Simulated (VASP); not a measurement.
These are LDA (Ceperley-Alder, Perdew-Zunger), VASP's LDA PAW potentials (set 64) (plane waves; VASP 6.6.1) values and carry that method's errors.

VASP input:

KPOINTS:
```
Automatic mesh
0
Gamma
14 14 14
```

### INCAR
```
ALGO  =  Normal
EDIFF  =  1E-6
EDIFFG  =  -0.02
ENCUT  =  620
IBRION  =  2
ISIF  =  3
ISMEAR  =  1
LASPH  =  .True.
LCHARG  =  .False.
LMAXMIX  =  4
LREAL  =  .False.
LWAVE  =  .False.
NELM  =  100
NSW  =  40
PREC  =  Accurate
PSTRESS  =  200
SIGMA  =  0.1
SYSTEM  =  ZrC
```

### POSCAR
```
ZrC
1
   -0.0000000000     2.2686586164     2.2686586164
    2.2686586164    -0.0000000000     2.2686586164
    2.2686586164     2.2686586164     0.0000000000
Zr C
1 1
Direct
  0.0000000000   0.0000000000   1.0000000000
  0.5000000000   0.5000000000   0.5000000000
```

POTCAR, in this order: Zr_sv C (LDA.64 set). Program: vasp_std.

Output

OSZICAR:
```
       N       E                     dE             d eps       ncg     rms          rms(c)
DAV:   1     0.125024661498E+03    0.12502E+03   -0.10091E+04  2496   0.157E+03
DAV:   2    -0.178389572515E+02   -0.14286E+03   -0.13424E+03  2912   0.364E+02
DAV:   3    -0.242658476456E+02   -0.64269E+01   -0.62925E+01  3560   0.702E+01
DAV:   4    -0.245281748632E+02   -0.26233E+00   -0.26212E+00  3284   0.135E+01
DAV:   5    -0.245339982020E+02   -0.58233E-02   -0.58230E-02  3500   0.173E+00    0.265E+01
DAV:   6    -0.213056933437E+02    0.32283E+01   -0.15017E+01  2812   0.287E+01    0.107E+01
DAV:   7    -0.211933606955E+02    0.11233E+00   -0.61451E-01  2904   0.686E+00    0.777E+00
DAV:   8    -0.211822935535E+02    0.11067E-01   -0.12065E-01  2676   0.299E+00    0.181E+00
DAV:   9    -0.211777135586E+02    0.45800E-02   -0.27951E-02  2948   0.108E+00    0.473E-01
DAV:  10    -0.211778570237E+02   -0.14347E-03   -0.17646E-03  2912   0.523E-01    0.370E-01
DAV:  11    -0.211776977631E+02    0.15926E-03   -0.52807E-04  2772   0.182E-01    0.166E-02
DAV:  12    -0.211776961955E+02    0.15676E-05   -0.11009E-05  3516   0.347E-02    0.108E-02
DAV:  13    -0.211776959591E+02    0.23643E-06   -0.40022E-07  1512   0.608E-03
   1 F= -.18262573E+02 E0= -.18262545E+02  d E =-.182626E+02
```

### OUTCAR
```
------------------------ aborting loop because EDIFF is reached ----------------------------------------
  FORCE on cell =-STRESS in cart. coord.  units (eV):
  Direction    XX          YY          ZZ          XY          YZ          ZX
  --------------------------------------------------------------------------------------
  Total        2.9111682      2.9111682      2.9111682      0.0000000      0.0000000      0.0000000
  in kB      199.7286854    199.7286854    199.7286854      0.0000000      0.0000000      0.0000000
  external PRESSURE =      -0.2713146 kB  Pullay stress =     200.0000000 kB
  volume of cell :       23.35
      direct lattice vectors                 reciprocal lattice vectors
     0.000000000  2.268658616  2.268658616    -0.220394552  0.220394552  0.220394552
     2.268658616  0.000000000  2.268658616     0.220394552 -0.220394552  0.220394552
     2.268658616  2.268658616  0.000000000     0.220394552  0.220394552 -0.220394552
 POSITION                                       TOTAL-FORCE (eV/Angst)
 -----------------------------------------------------------------------------------
      0.00000      0.00000      0.00000         0.000000      0.000000      0.000000
      2.26866      2.26866      2.26866        -0.000000      0.000000     -0.000000
 -----------------------------------------------------------------------------------
    total drift:                                0.000000      0.000000      0.000000
  FREE ENERGIE OF THE ION-ELECTRON SYSTEM (eV)
  ---------------------------------------------------
  free  energy   TOTEN  =       -21.1776959591 eV

  energy  without entropy=      -21.1776102052  energy(sigma->0) =      -21.17766737
  enthalpy is  TOTEN    =       -18.2625731482 eV   P V=        2.9151228108

 reached required accuracy - stopping structural energy minimisation
```
(Selected blocks of OUTCAR.)

The compound is ZrC in the rock salt structure. It was relaxed first under an external pressure of 20 GPa.
